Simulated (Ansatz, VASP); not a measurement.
# ZnAg: VASP beside Ansatz

File INCAR:

```
SYSTEM = ZnAg
ALGO = Normal ; EDIFF = 1E-6
ENCUT = 520 ; ISIF = 2
ISMEAR = 0 ; LASPH = .True.
LCHARG = .False. ; LREAL = .False.
LWAVE = .False. ; NBANDS = 18
NELM = 100 ; PREC = Accurate
SIGMA = 0.1
```

The input KPOINTS:

```
k-points
0
Gamma
  6 6 6
  0 0 0
```

Contents of POSCAR:

```
ZnAg
1.0
    3.1560000000      0.0000000000      0.0000000000
    0.0000000000      3.1560000000      0.0000000000
    0.0000000000      0.0000000000      3.1560000000
Zn Ag
1 1
Direct
    0.5000000000      0.5000000000      0.5000000000
    0.0000000000      0.0000000000      0.0000000000
```

Input for Ansatz:

```yaml
crystal:
  lattice:
    - [3.156, 0.0, 0.0]
    - [0.0, 3.156, 0.0]
    - [0.0, 0.0, 3.156]
  atoms:
    - { symbol: Zn, position: [0.5, 0.5, 0.5] }
    - { symbol: Ag, position: [0.0, 0.0, 0.0] }
basis:
  ecutwfc: 420
kpoints:
  mp_grid: { grid: [6, 6, 6] }
hamiltonian:
  xc: lda
scf:
  occupations: { method: gaussian, width: 0.1 }
output:
  forces: true
  stress: true
  eigenvalues: true
```

Alike in both runs: task single point; functional LDA; k mesh 6 × 6 × 6; occupations gaussian, width 0.1 eV; no spin polarisation.

|  | VASP | Ansatz |
| --- | --- | --- |
| version | VASP 6.6.1 | Ansatz 0.2.0 |
| potentials or method | VASP PAW LDA potentials, release 64 (Zn, Ag) | scalar-relativistic, plane waves, PAW |
| plane-wave cutoff (eV) | 520 | 420 |
| valence electrons in the cell | 23 | 31 |

Ansatz gave:

- gap on the k mesh at the Fermi level (eV): none
- pressure (GPa): -7.6

Question: Estimate VASP's values.

Answer: gap on the k mesh at the Fermi level (eV): none; pressure (GPa): -7.1.

A gap of «none» marks a metal or a gap that the smearing closes. The two sets of potentials don't hold the same shells in valence.
